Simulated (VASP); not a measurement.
Wanted: the native input for a VASP 6.6.1 run.

```yaml
Task: single point
Functional: LDA
Potentials_or_basis: VASP PAW LDA potentials, release 64 (O, H, Li_sv, Cl)
Cutoff: 520 eV
k_mesh: 1 × 1 × 1
Occupations: fermi-dirac, width 0.05 eV
Spin: no spin polarisation
Dipole_correction: no
Further_INCAR_settings: LREAL = Auto; ALGO = Fast; EDIFF = 1e-06; NBANDS = 45
```

The structure of LiH12ClO6 lies in POSCAR:

```
LiH12ClO6
1.0
    5.6378390000      0.0000000000      0.0000000000
    0.0000000000      5.6378390000      0.0000000000
    0.0000000000      0.0000000000      5.6378390000
O H Li Cl
6 12 1 1
Direct
    0.7950918783      0.1665531776      0.5140090024
    0.1626687105      0.3536638772      0.7965995482
    0.3471365536      0.1912257516      0.2187362924
    1.0046934650      0.9038569565     -0.0018978903
    0.9995319128      0.4603004804      0.2414932388
    0.1995090672      0.7902495974      0.4258014463
    0.6373009233      0.2405886369      0.5499270199
    0.7621714632     -0.0030508143      0.5289260655
    0.0708959585      0.2560555560      0.6905305384
    0.0551807173      0.3641466172      0.9388526348
    0.3047089497      0.0277411256      0.2772516207
    0.3152803760      0.1996332283      0.0477487917
    0.9990175314      0.8667328031      0.1636442616
    0.8445079755      0.8759384580     -0.0721553063
    1.1379714816      0.3258872770      0.2473642827
    0.8767898480      0.3796490109      0.3432875611
    0.3642353036      0.7384567030      0.4747741111
    0.1288259562      0.6393052373      0.3529011737
    0.1753508747      0.6980334132      0.8134677134
    0.6325295916      0.6718354320      0.7280271750
```

The cell was built by a generator and needn't be a form met in nature.

The input as run:

INCAR

```
SYSTEM = LiH12ClO6
ALGO = Fast
EDIFF = 1E-6
ENCUT = 520
GGA = CA
ISIF = 2
ISMEAR = -1
LASPH = .TRUE.
LCHARG = .FALSE.
LREAL = Auto
LWAVE = .FALSE.
NBANDS = 45
NELM = 100
PREC = Accurate
SIGMA = 0.05
```

KPOINTS

```
k-points
0
G
  1 1 1
  0 0 0
```

Potentials or basis: VASP PAW LDA potentials, release 64 (O, H, Li_sv, Cl).

The run is started by

```sh
$ cat potpaw_LDA.64/O/POTCAR potpaw_LDA.64/H/POTCAR potpaw_LDA.64/Li_sv/POTCAR potpaw_LDA.64/Cl/POTCAR > POTCAR
$ mpirun -np 1 vasp_gam > vasp.out
```

It gave:

The largest force is 1.977 eV/Å and the band gap on the k mesh is 4.74 eV, direct.

Wall time 15 s on 1 thread of Intel(R) Xeon(R) 6975P-C (Granite Rapids) (shared host), peak memory 0.19 GiB.
